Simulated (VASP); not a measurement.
Level of theory: PBE GGA, VASP's PBE PAW potentials (set 64) (plane waves; VASP).

The input files of a VASP run:

**KPOINTS**
```
Automatic mesh
0
Gamma
7 7 4
0 0 0
```

File POSCAR:
```
SiC
1
    3.0910909860     0.0000000000     0.0000000000
   -1.5455454930     2.6769630730     0.0000000000
    0.0000000000     0.0000000000     5.0757650900
Si C
2 2
Direct
  0.3333330000   0.6666670000   0.9995765919
  0.6666670000   0.3333330000   0.4995765919
  0.3333330000   0.6666670000   0.3754234081
  0.6666670000   0.3333330000   0.8754234081
```

INCAR:
```
SYSTEM = SiC
PREC = Accurate
ENCUT = 530
EDIFF = 1E-6
NELM = 100
ALGO = Normal
LREAL = .FALSE.
LASPH = .TRUE.
ISMEAR = 0
SIGMA = 0.05
GGA = PE
LWAVE = .FALSE.
LCHARG = .FALSE.
IBRION = 2
ISIF = 3
NSW = 60
EDIFFG = -0.02
```

POTCAR, in this order: Si C (PBE.64 set). Program: vasp_std.

Q: What does the run give for the energy per atom (σ→0)?

A: 
```json
{
 "energy per atom (σ→0)": "-7527 meV/atom"
}
```

### OSZICAR
```
...
DAV:   7    -0.301229102531E+02    0.86733E-01   -0.86277E-01   732   0.622E+00    0.242E+00
DAV:   8    -0.301075410717E+02    0.15369E-01   -0.44713E-02   672   0.159E+00    0.536E-01
DAV:   9    -0.301069286437E+02    0.61243E-03   -0.60540E-03   716   0.603E-01    0.131E-01
DAV:  10    -0.301071969337E+02   -0.26829E-03   -0.73010E-04   668   0.193E-01    0.537E-02
DAV:  11    -0.301072100517E+02   -0.13118E-04   -0.12002E-04   688   0.846E-02    0.124E-02
DAV:  12    -0.301072112826E+02   -0.12309E-05   -0.43543E-06   688   0.170E-02    0.301E-03
DAV:  13    -0.301072117314E+02   -0.44888E-06   -0.22957E-07   404   0.413E-03
   1 F= -.30107212E+02 E0= -.30107212E+02  d E =-.301072E+02
```

The compound is SiC in the wurtzite structure, the rare 2H polytype. It was relaxed first. The start is the result of an earlier pass.
